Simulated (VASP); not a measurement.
A convergence study with VASP on Sn (space group no. 227 when undisturbed): a few settings are varied, all else stays as given below, so the limit is that of these other settings. One atom is moved off its site, so that forces are finite.

```yaml
crystal:
  lattice:
    - [0.00000, 3.25423, 3.25423]
    - [3.25423, 0.00000, 3.25423]
    - [3.25423, 3.25423, 0.00000]
  atoms:
    - { symbol: Sn, position: [0.00443, 0.00443, 0.00443] }
    - { symbol: Sn, position: [0.25000, 0.25000, 0.25000] }
```

Calculation: PBE GGA, VASP's PBE PAW potentials (set 64) (plane waves; VASP 6.6.1). The last row used: 300 eV cut-off, 17×17×17 Γ-centred mesh shifted by (0.5, 0.5, 0.5), Fermi-Dirac smearing of 0.020 eV, potentials Sn_d.

| setting | E (eV/atom) | pressure (GPa) | largest force (eV/Å) | irreducible k-points |
|---|---|---|---|---|
| 2×2×2 mesh | -3.7235 | 2.52 | 0.465 | 5 |
| 3×3×3 mesh | [?] | [?] | [?] | 16 |
| 4×4×4 mesh | -3.8173 | 2.42 | 0.443 | 30 |
| 5×5×5 mesh | -3.8208 | 2.49 | 0.416 | 58 |
| 6×6×6 mesh | -3.8220 | 2.51 | 0.412 | 91 |
| 7×7×7 mesh | -3.8223 | 2.49 | 0.422 | 144 |
| 8×8×8 mesh | -3.8226 | 2.48 | 0.427 | 204 |
| 9×9×9 mesh | -3.8226 | 2.48 | [?] | 290 |
| 10×10×10 mesh | -3.8226 | 2.48 | 0.430 | 385 |
| 11×11×11 mesh | -3.8226 | 2.47 | 0.432 | 512 |
| 13×13×13 mesh | -3.8225 | 2.47 | 0.433 | 826 |
| 14×14×14 mesh | -3.8225 | 2.47 | 0.433 | 1015 |
| 15×15×15 mesh | -3.8225 | 2.47 | 0.432 | 1248 |
| 17×17×17 mesh | -3.8225 | 2.47 | 0.431 | 1794 |

Q: Some entries are withheld; supply them.

A: 
- 3×3×3 mesh, E (eV/atom): -3.8047
- 3×3×3 mesh, pressure (GPa): 2.39
- 3×3×3 mesh, largest force (eV/Å): 0.449
- 9×9×9 mesh, largest force (eV/Å): 0.426

Left out are rungs that failed or repeat a setting and relaxations that didn't move; long series are thinned to 24 rows.

The structure is a typed Sn crystal (space group no. 227). The cell was not relaxed at this level, it is distorted from the ideal structure.
